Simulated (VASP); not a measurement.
Computed with r2SCAN+rVV10, VASP's PBE PAW potentials (set 64) (plane waves; VASP 6.6.1).

A VASP calculation is set up with these files.

INCAR:
```
BPARAM  =  11.95
ISIF  =  3   # ions, shape and volume
SYSTEM  =  PbS
LWAVE  =  .False.
METAGGA  =  R2SCAN
CPARAM  =  0.0093
ENCUT  =  520
LMIXTAU  =  .True.
EDIFF  =  1E-6   # SCF stop (eV)
NELM  =  100
LMAXMIX  =  4   # l cut-off of mixed one-centre charges
EDIFFG  =  -0.01
ISMEAR  =  0   # Gaussian
LASPH  =  .True.
LUSE_VDW  =  .True.
NSW  =  60   # most ionic steps
PREC  =  Accurate
IBRION  =  2   # conjugate gradients
ALGO  =  Normal   # blocked Davidson
LREAL  =  .False.   # projection in real space or not
LCHARG  =  .False.
SIGMA  =  0.05
```

**KPOINTS**
```
kpoints
0
gamma
 7 7 7
0 0 0
```

### POSCAR
```
PbS
1
    0.0000000000     2.9700000000     2.9700000000
    2.9700000000     0.0000000000     2.9700000000
    2.9700000000     2.9700000000     0.0000000000
Pb S
1 1
Direct
  0.0000000000   0.0000000000   0.0000000000
  0.5000000000   0.5000000000   0.5000000000
```

POTCAR, in this order: Pb_d S (PBE.64 set). Program: vasp_std.

Question: What will the output report for the number of irreducible k-points (NKPTS), largest plane-wave count, number of space-group operations, FFT grid (NGX, NGY, NGZ)?

Answer: 
```
Item                                          Result
--------------------------------------  ------------
number of irreducible k-points (NKPTS)            20
largest plane-wave count                        1420
number of space-group operations                  48
FFT grid (NGX, NGY, NGZ)                32 × 32 × 32
```

The compound is PbS in the rock salt structure. This run relaxes it. Symmetry was kept, so distortions that lower it aren't found.
